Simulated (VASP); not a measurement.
# free-standing triangular Ir monolayer, spacing 2.603 A: U from linear response, part 2 of 3

Aim: the Hubbard U of free-standing triangular Ir monolayer, spacing 2.603 A from the response of a shell to a shift of its potential.

VASP 6.6.1, plane waves and PAW; the level of theory is named at each step.

So far. Step 3 (Shifted potential, frozen density, alpha -0.2): Energy at zero smearing: -27.20441 eV.

## 4. Shifted potential, relaxed density, alpha -0.2

Level of this step: PBE, with a shift of one shell's potential, spin-polarised from an antiferromagnetic start; plane waves and PAW (Ir, Ir) (VASP).

With self-consistency the other electrons screen the shift.

Input file INCAR:

```
SYSTEM = Ir
PREC = Normal
ENCUT = 350
EDIFF = 1E-06
NELM = 150
ISMEAR = 0
SIGMA = 0.1
LREAL = .FALSE.
ALGO = Normal
GGA = PE
NBANDS = 32
ISPIN = 2
MAGMOM = 0.6 -0.6 0.6 -0.6
LASPH = .TRUE.
LMAXMIX = 4
LORBIT = 11
LWAVE = .FALSE.
LCHARG = .FALSE.
KPAR = 2
AMIX = 0.2
BMIX = 1E-04
AMIX_MAG = 0.8
BMIX_MAG = 1E-04
LDAU = .TRUE.
LDAUTYPE = 3
LDAUL = 2 -1
LDAUU = -0.2 0
LDAUJ = -0.2 0
```

Input file POSCAR:

```
Ir
1.0
    5.2060000000      0.0000000000      0.0000000000
   -2.6030000000      4.5085280000      0.0000000000
    0.0000000000      0.0000000000     14.0000000000
Ir Ir
1 3
Direct
    0.0000000000      0.0000000000      0.5000000000
    0.0000000000      0.5000000000      0.5000000000
    0.5000000000      0.0000000000      0.5000000000
    0.5000000000      0.5000000000      0.5000000000
```

Input file KPOINTS:

```
Automatic mesh
0
Gamma
5 5 1
0 0 0
```

The projector-augmented-wave data sets are Ir and Ir (PBE family, release 64).

Launch:

```bash
$ mpirun -np 2 vasp_std
```

Log:

```text
[banner, memory and clock lines left out]
running    2 mpi-ranks, on    1 nodes
 distrk:  each k-point on    1 cores,    2 groups
 distr:  one band on    1 cores,    1 groups

 POSCAR found type information on POSCAR IrIr
 POSCAR found :  2 types and       4 ions
 LDA part: xc-table for (Slater+PW92), standard interpolation
 found WAVECAR, reading the header
 POSCAR, INCAR and KPOINTS ok, starting setup
 FFT: planning ... GRIDC
 FFT: planning ... GRID_SOFT
 FFT: planning ... GRID
 reading WAVECAR
 the WAVECAR file was read successfully
 initial charge from wavefunction
 entering main loop
       N       E                     dE             d eps       ncg     rms          rms(c)
DAV:   1    -0.272392419174E+02   -0.27239E+02   -0.71289E-02  1408   0.154E+00    0.120E+00
DAV:   2    -0.272680479950E+02   -0.28806E-01   -0.46612E-01  1648   0.445E+00    0.195E+00
DAV:   3    -0.272230374798E+02    0.45011E-01   -0.71916E-02  1504   0.270E+00    0.442E-01
DAV:   4    -0.272229503575E+02    0.87122E-04   -0.30807E-03  1264   0.291E-01    0.316E-01
DAV:   5    -0.272229427996E+02    0.75580E-05   -0.80690E-04  1496   0.176E-01    0.111E-01
DAV:   6    -0.272228731629E+02    0.69637E-04   -0.10824E-04  1352   0.771E-02    0.861E-02
DAV:   7    -0.272228089361E+02    0.64227E-04   -0.14432E-04  1480   0.958E-02    0.251E-02
DAV:   8    -0.272228122227E+02   -0.32866E-05   -0.11273E-05  1288   0.248E-02    0.196E-02
DAV:   9    -0.272228106346E+02    0.15881E-05   -0.32811E-06   928   0.177E-02    0.915E-03
DAV:  10    -0.272228105387E+02    0.95923E-07   -0.85550E-07   872   0.779E-03
   1 F= -.27222811E+02 E0= -.27187987E+02  d E =-.696463E-01  mag=    -0.0036
```

The job ended after 13 s (2 MPI ranks of AMD EPYC 9R45, shared host; peak memory 0.46 GiB; 26 s of CPU time).

From OUTCAR (step 4):

```text
The static configuration has the point symmetry D_6h.

 Found      9 irreducible k-points:

   NELECT =      36.0000    total number of electrons

 E-fermi :  -3.6137

 spin component 1
 k-point     1 :       0.0000    0.0000    0.0000
  band No.  band energies     occupation
    ...
      9      -6.3904      1.00000
     10      -5.7951      1.00000
     11      -3.7536      0.97609
     12      -3.7536      0.97606
     13      -3.7466      0.96989
     14      -3.5832      0.33304
     15      -3.5684      0.26107
     16      -3.5684      0.26099
     17      -2.5832      0.00000
     18      -2.5832      0.00000
    ...

 k-point     2 :       0.2000    0.0000    0.0000
  band No.  band energies     occupation
    ...
     12      -3.9594      1.00000
     13      -3.9499      1.00000
     14      -3.9330      1.00000
     15      -3.8101      0.99727
     16      -3.8024      0.99619
     17      -3.4858      0.03524
     18      -3.3520      0.00011
     19      -3.3410      0.00006
     20      -2.8333      0.00000
     21      -2.6856      0.00000
    ...

 k-point     3 :       0.0000    0.2000    0.0000
  band No.  band energies     occupation
    ...
     12      -3.9594      1.00000
     13      -3.9499      1.00000
     14      -3.9330      1.00000
     15      -3.8101      0.99726
     16      -3.8024      0.99620
     17      -3.4858      0.03524
     18      -3.3520      0.00011
     19      -3.3410      0.00006
     20      -2.8333      0.00000
     21      -2.6856      0.00000
    ...

 k-point     4 :       0.4000    0.0000    0.0000
  band No.  band energies     occupation
    ...
     15      -4.6512      1.00000
     16      -4.6337      1.00000
     17      -4.5358      1.00000
     18      -3.7774      0.98968
     19      -3.7734      0.98807
     20      -3.3708      0.00030
     21      -3.2504      0.00000
     22      -2.9451      0.00000
     23       0.6111      0.00000
     24       1.3686      0.00000
    ...

  Total       -6.3354603     -6.3352012     -0.0845570      0.0000000      0.0000000      0.0000000
  in kB      -30.8902756    -30.8890126     -0.4122811      0.0000000      0.0000000      0.0000000
  external PRESSURE =     -20.7305231 kB  Pullay stress =       0.0000000 kB

 POSITION                                       TOTAL-FORCE (eV/Angst)
 -----------------------------------------------------------------------------------
      0.00000      0.00000      7.00000        -0.000000      0.000000      0.000000
     -1.30150      2.25426      7.00000        -0.000000      0.000000      0.000000
      2.60300      0.00000      7.00000        -0.000000      0.000000      0.000000
      1.30150      2.25426      7.00000         0.000000      0.000000      0.000000
 -----------------------------------------------------------------------------------
    total drift:                                0.000000      0.000000     -0.000000

  FREE ENERGIE OF THE ION-ELECTRON SYSTEM (eV)
  ---------------------------------------------------
  free  energy   TOTEN  =       -27.2228105387 eV

  energy  without entropy=      -27.1531642588  energy(sigma->0) =      -27.18798740

 total charge
# of ion       s       p       d       tot
------------------------------------------
    1        0.760   0.487   6.795   8.043
    2        0.753   0.483   6.873   8.109
    3        0.753   0.483   6.873   8.109
    4        0.753   0.483   6.873   8.109
--------------------------------------------------
tot          3.020   1.935  27.414  32.370

 magnetization (x)
# of ion       s       p       d       tot
------------------------------------------
    1       -0.000  -0.000  -0.001  -0.001
    2       -0.000  -0.000  -0.001  -0.001
    3       -0.000  -0.000  -0.001  -0.001
    4       -0.000  -0.000  -0.001  -0.001
--------------------------------------------------
tot         -0.000  -0.000  -0.004  -0.004

[... 8 parts as in an earlier step ...]

[... 9 further parts left out ...]
```

Numbers from this step:

```
electronic cycles                                 : 10
free energy (TOTEN)                               : -27.22 eV
energy at zero smearing                           : -27.19 eV
Fermi energy                                      : -3.614 eV
moment of the cell, from the last line of the log : 0 μB
```

Energy at zero smearing: -27.18799 eV.

## 5. Shifted potential, frozen density, alpha -0.1

INCAR: that of step 4 with these lines changed.

```diff
@@ -26,3 +26,4 @@
 LDAUL = 2 -1
-LDAUU = -0.2 0
-LDAUJ = -0.2 0
+LDAUU = -0.1 0
+LDAUJ = -0.1 0
+ICHARG = 11
```

POSCAR is that of step 4.

KPOINTS is that of step 4.

The run starts from files that an earlier step left in the folder.

Launch:

```bash
$ mpirun -np 2 vasp_std
```

Log:

```text
[... set-up lines as in an earlier step ...]
 entering main loop
       N       E                     dE             d eps       ncg     rms          rms(c)
DAV:   1    -0.279128712858E+02   -0.27913E+02   -0.17566E-02  1424   0.768E-01
DAV:   2    -0.279129750264E+02   -0.10374E-03   -0.10374E-03  1272   0.238E-01
DAV:   3    -0.279129756061E+02   -0.57972E-06   -0.57987E-06  1488   0.114E-02
   1 F= -.27912976E+02 E0= -.27878135E+02  d E =-.696812E-01  mag=    -0.0001
```

Wall time 5.2 s (2 MPI ranks); peak memory 0.44 GiB; 9.4 s of CPU time.

Parts of OUTCAR (step 5):

```text
   NELECT =      36.0000    total number of electrons

 E-fermi :  -3.6093

 spin component 1
 k-point     1 :       0.0000    0.0000    0.0000
  band No.  band energies     occupation
    ...
      9      -6.3883      1.00000
     10      -5.7917      1.00000
     11      -3.7677      0.98749
     12      -3.7677      0.98748
     13      -3.7089      0.92065
     14      -3.5949      0.41953
     15      -3.5598      0.24197
     16      -3.5598      0.24194
     17      -2.5800      0.00000
     18      -2.5800      0.00000
    ...

 k-point     2 :       0.2000    0.0000    0.0000
  band No.  band energies     occupation
    ...
     12      -3.9655      1.00000
     13      -3.9586      1.00000
     14      -3.9079      0.99999
     15      -3.8221      0.99869
     16      -3.7806      0.99231
     17      -3.4837      0.03784
     18      -3.3397      0.00007
     19      -3.3304      0.00004
     20      -2.8145      0.00000
     21      -2.6823      0.00000
    ...

  Total       -6.5181509     -6.5178915     -0.3124519      0.0000000      0.0000000      0.0000000
  in kB      -31.7810338    -31.7797690     -1.5234451      0.0000000      0.0000000      0.0000000
  external PRESSURE =     -21.6947493 kB  Pullay stress =       0.0000000 kB

 POSITION                                       TOTAL-FORCE (eV/Angst)
 -----------------------------------------------------------------------------------
      0.00000      0.00000      7.00000        -0.000000      0.000000      0.000000
     -1.30150      2.25426      7.00000        -0.000000      0.000000      0.000000
      2.60300      0.00000      7.00000         0.000000      0.000000      0.000000
      1.30150      2.25426      7.00000        -0.000000      0.000000      0.000000
 -----------------------------------------------------------------------------------
    total drift:                               -0.000000      0.000000     -0.000000

  FREE ENERGIE OF THE ION-ELECTRON SYSTEM (eV)
  ---------------------------------------------------
  free  energy   TOTEN  =       -27.9129756061 eV

  energy  without entropy=      -27.8432944230  energy(sigma->0) =      -27.87813501

[... 10 parts as in an earlier step ...]

[... 13 further parts left out ...]
```

This step gave:

```yaml
electronic_cycles: 3
free_energy_toten: -27.91 eV
energy_at_zero_smearing: -27.88 eV
fermi_energy: -3.609 eV
```

Energy at zero smearing: -27.87814 eV.

## 6. Shifted potential, relaxed density, alpha -0.1

INCAR: that of step 5 with these lines changed.

```diff
@@ -28,2 +28 @@
 LDAUJ = -0.1 0
-ICHARG = 11
```

POSCAR is that of step 5.

KPOINTS is that of step 5.

Launch:

```bash
$ mpirun -np 2 vasp_std
```

Log:

```text
[... set-up lines as in an earlier step ...]
 entering main loop
       N       E                     dE             d eps       ncg     rms          rms(c)
DAV:   1    -0.279128541176E+02   -0.27913E+02   -0.17542E-02  1424   0.768E-01    0.587E-01
DAV:   2    -0.279190773727E+02   -0.62233E-02   -0.10230E-01  1672   0.220E+00    0.915E-01
DAV:   3    -0.279088404347E+02    0.10237E-01   -0.19021E-02  1504   0.133E+00    0.207E-01
DAV:   4    -0.279088683012E+02   -0.27867E-04   -0.96709E-04  1328   0.180E-01    0.108E-01
DAV:   5    -0.279088610470E+02    0.72543E-05   -0.43287E-05  1272   0.373E-02    0.466E-02
DAV:   6    -0.279088439151E+02    0.17132E-04   -0.18691E-05  1440   0.277E-02    0.263E-02
DAV:   7    -0.279088414337E+02    0.24814E-05   -0.77866E-06  1336   0.246E-02    0.142E-02
DAV:   8    -0.279088406295E+02    0.80419E-06   -0.39757E-06   992   0.184E-02
   1 F= -.27908841E+02 E0= -.27874016E+02  d E =-.696491E-01  mag=    -0.0026
```

Wall time 11 s (2 MPI ranks); peak memory 0.47 GiB.

Parts of OUTCAR (step 6):

```text
   NELECT =      36.0000    total number of electrons

 E-fermi :  -3.6228

 spin component 1
 k-point     1 :       0.0000    0.0000    0.0000
  band No.  band energies     occupation
    ...
      9      -6.4021      1.00000
     10      -5.8011      1.00000
     11      -3.7609      0.97458
     12      -3.7608      0.97444
     13      -3.7576      0.97168
     14      -3.5891      0.31654
     15      -3.5819      0.28110
     16      -3.5818      0.28070
     17      -2.5944      0.00000
     18      -2.5944      0.00000
    ...

 k-point     2 :       0.2000    0.0000    0.0000
  band No.  band energies     occupation
    ...
     12      -3.9669      1.00000
     13      -3.9616      1.00000
     14      -3.9405      1.00000
     15      -3.8170      0.99698
     16      -3.8134      0.99648
     17      -3.4967      0.03728
     18      -3.3504      0.00006
     19      -3.3447      0.00004
     20      -2.8256      0.00000
     21      -2.6968      0.00000
    ...

  Total       -6.4710052     -6.4706674     -0.0759687      0.0000000      0.0000000      0.0000000
  in kB      -31.5511619    -31.5495152     -0.3704062      0.0000000      0.0000000      0.0000000
  external PRESSURE =     -21.1570278 kB  Pullay stress =       0.0000000 kB

 POSITION                                       TOTAL-FORCE (eV/Angst)
 -----------------------------------------------------------------------------------
      0.00000      0.00000      7.00000         0.000000      0.000000      0.000000
     -1.30150      2.25426      7.00000         0.000000      0.000000      0.000000
      2.60300      0.00000      7.00000        -0.000000      0.000000      0.000000
      1.30150      2.25426      7.00000         0.000000      0.000000      0.000000
 -----------------------------------------------------------------------------------
    total drift:                                0.000000      0.000000     -0.000000

  FREE ENERGIE OF THE ION-ELECTRON SYSTEM (eV)
  ---------------------------------------------------
  free  energy   TOTEN  =       -27.9088406295 eV

  energy  without entropy=      -27.8391915650  energy(sigma->0) =      -27.87401610

 magnetization (x)
# of ion       s       p       d       tot
------------------------------------------
    1       -0.000  -0.000  -0.000  -0.000
    2       -0.000  -0.000  -0.000  -0.000
    3       -0.000  -0.000  -0.000  -0.000
    4       -0.000  -0.000  -0.000  -0.000
--------------------------------------------------
tot         -0.000  -0.000  -0.002  -0.002

[... 8 parts as in an earlier step ...]

[... 14 further parts left out ...]
```

This step gave:

| Quantity | Value |
| --- | --- |
| electronic cycles | 8 |
| energy at zero smearing | -27.87 eV |
| Fermi energy | -3.623 eV |

Energy at zero smearing: -27.87402 eV.

## 7. Shifted potential, frozen density, alpha 0.1

INCAR: that of step 6 with these lines changed.

```diff
@@ -26,3 +26,4 @@
 LDAUL = 2 -1
-LDAUU = -0.1 0
-LDAUJ = -0.1 0
+LDAUU = 0.1 0
+LDAUJ = 0.1 0
+ICHARG = 11
```

POSCAR is that of step 6.

KPOINTS is that of step 6.

The WAVECAR or CHGCAR of an earlier step is read.

Launch:

```bash
$ mpirun -np 2 vasp_std
```

Log:

```text
[... set-up lines as in an earlier step ...]
 entering main loop
       N       E                     dE             d eps       ncg     rms          rms(c)
DAV:   1    -0.292961852357E+02   -0.29296E+02   -0.17352E-02  1384   0.768E-01
DAV:   2    -0.292962929617E+02   -0.10773E-03   -0.10773E-03  1280   0.242E-01
DAV:   3    -0.292962935434E+02   -0.58172E-06   -0.58163E-06  1480   0.116E-02
   1 F= -.29296294E+02 E0= -.29261146E+02  d E =-.702953E-01  mag=    -0.0001
```

Elapsed: 5.8 s, on 2 MPI ranks; peak memory 0.44 GiB; 9.7 s of CPU time.

From OUTCAR (step 7):

```text
  Total       -6.7041770     -6.7039549      0.4816821     -0.0000000      0.0000000      0.0000000
  in kB      -32.6880552    -32.6869722      2.3485735     -0.0000000      0.0000000      0.0000000
  external PRESSURE =     -21.0088179 kB  Pullay stress =       0.0000000 kB

  FREE ENERGIE OF THE ION-ELECTRON SYSTEM (eV)
  ---------------------------------------------------
  free  energy   TOTEN  =       -29.2962935434 eV

  energy  without entropy=      -29.2259982619  energy(sigma->0) =      -29.26114590

[... 4 parts as in an earlier step ...]

[... 1 further part left out ...]
[key lines of the parts left out:]
E-fermi :  -3.6529
```

Energy at zero smearing: -29.26115 eV.

## 8. Shifted potential, relaxed density, alpha 0.1

INCAR: that of step 7 with these lines changed.

```diff
@@ -28,2 +28 @@
 LDAUJ = 0.1 0
-ICHARG = 11
```

POSCAR is that of step 7.

KPOINTS is that of step 7.

Launch:

```bash
$ mpirun -np 2 vasp_std
```

Log:

```text
[... set-up lines as in an earlier step ...]
 entering main loop
       N       E                     dE             d eps       ncg     rms          rms(c)
DAV:   1    -0.292962051943E+02   -0.29296E+02   -0.17375E-02  1384   0.769E-01    0.591E-01
DAV:   2    -0.293016774134E+02   -0.54722E-02   -0.78586E-02  1672   0.217E+00    0.887E-01
DAV:   3    -0.292922226962E+02    0.94547E-02   -0.29123E-02  1560   0.130E+00    0.202E-01
DAV:   4    -0.292922722936E+02   -0.49597E-04   -0.45069E-04  1200   0.104E-01    0.134E-01
DAV:   5    -0.292922638036E+02    0.84900E-05   -0.65577E-05  1280   0.665E-02    0.289E-02
DAV:   6    -0.292922572724E+02    0.65312E-05   -0.17413E-05  1576   0.345E-02    0.207E-02
DAV:   7    -0.292922566924E+02    0.57997E-06   -0.33614E-06   984   0.169E-02
   1 F= -.29292257E+02 E0= -.29257484E+02  d E =-.695446E-01  mag=    -0.0013
```

Wall time 12 s (2 MPI ranks); peak memory 0.46 GiB.

Parts of OUTCAR (step 8):

```text
  Total       -6.7682592     -6.7680998     -0.1056563      0.0000000      0.0000000      0.0000000
  in kB      -33.0005054    -32.9997286     -0.5151563      0.0000000      0.0000000      0.0000000
  external PRESSURE =     -22.1717968 kB  Pullay stress =       0.0000000 kB

  FREE ENERGIE OF THE ION-ELECTRON SYSTEM (eV)
  ---------------------------------------------------
  free  energy   TOTEN  =       -29.2922566924 eV

  energy  without entropy=      -29.2227120635  energy(sigma->0) =      -29.25748438

 magnetization (x)
# of ion       s       p       d       tot
------------------------------------------
    1       -0.000  -0.000  -0.000  -0.000
    2       -0.000  -0.000  -0.000  -0.000
    3       -0.000  -0.000  -0.000  -0.000
    4       -0.000  -0.000  -0.000  -0.000
--------------------------------------------------
tot         -0.000  -0.000  -0.001  -0.001

[... 3 parts as in an earlier step ...]

[... 1 further part left out ...]
[key lines of the parts left out:]
E-fermi :  -3.6402
```

Energy at zero smearing: -29.25748 eV.

[end of part 2 of 3]

[Lines on the potential files, build, host, timing and source positions are cut from VASP's logs without a mark.]

[Logs are printed without paths, hosts, clocks, repeated set-up lines and the standing remarks that a program may print on its own settings, such as how far it seeks lower states.]

[Hosts, paths, dates, database ids (printed as entryN), source tags and the programs' standing remarks are cut or masked in the printed files.]

[In band tables of VASP the shares of atoms and orbitals are scaled to a sum of 1 inside the atoms' spheres.]

[Runs that stopped without an error message from VASP are left out.]
